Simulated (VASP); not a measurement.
A convergence study with VASP on CdS (wurtzite): one setting is varied, all else stays as given below, so the limit is that of these other settings. Each run relaxes cell and ions from the cell shown. The basis is that of the starting cell, so low cut-offs carry a Pulay error.

```yaml
crystal:
  lattice:
    - [2.07000, -3.58534, 0.00000]
    - [2.07000, 3.58534, 0.00000]
    - [0.00000, 0.00000, 6.72000]
  atoms:
    - { symbol: Cd, position: [0.66667, 0.33333, 0.50000] }
    - { symbol: Cd, position: [0.33333, 0.66667, 0.00000] }
    - { symbol: S, position: [0.66667, 0.33333, 0.87700] }
    - { symbol: S, position: [0.33333, 0.66667, 0.37700] }
```

Method: LDA (Ceperley-Alder, Perdew-Zunger), VASP's LDA PAW potentials (set 64) (plane waves; VASP). The tightest run used: 700 eV cut-off, 5×5×3 Γ-centred mesh, Gaussian smearing of 0.050 eV, potentials Cd S.

```json
[
 {"setting": "ENCUT = 200", "relaxed volume (Å³/atom)": "20.047", "E (eV/atom)": "-4.1966", "plane waves": "648"},
 {"setting": "ENCUT = 250", "relaxed volume (Å³/atom)": "23.072", "E (eV/atom)": "-3.7273", "plane waves": "917"},
 {"setting": "ENCUT = 300", "relaxed volume (Å³/atom)": "24.016", "E (eV/atom)": "-3.6999", "plane waves": "1188"},
 {"setting": "ENCUT = 350", "relaxed volume (Å³/atom)": "23.889", "E (eV/atom)": "-3.7026", "plane waves": "1499"},
 {"setting": "ENCUT = 400", "relaxed volume (Å³/atom)": "23.925", "E (eV/atom)": "-3.7030", "plane waves": "1822"}
]
```

Q: These are the cheaper rows. Estimate the results at ENCUT = 700, and how far the last row shown lies from them.

A: 
```
quantity                  tightest run  last row shown is off by
------------------------  ------------  ------------------------
relaxed volume (Å³/atom)        24.053                    -0.128
E (eV/atom)                    -3.7018                   -0.0012
```

Left out are rungs that failed or repeat a setting and relaxations that didn't move; long series are thinned to 24 rows.

The compound is CdS in the wurtzite structure.
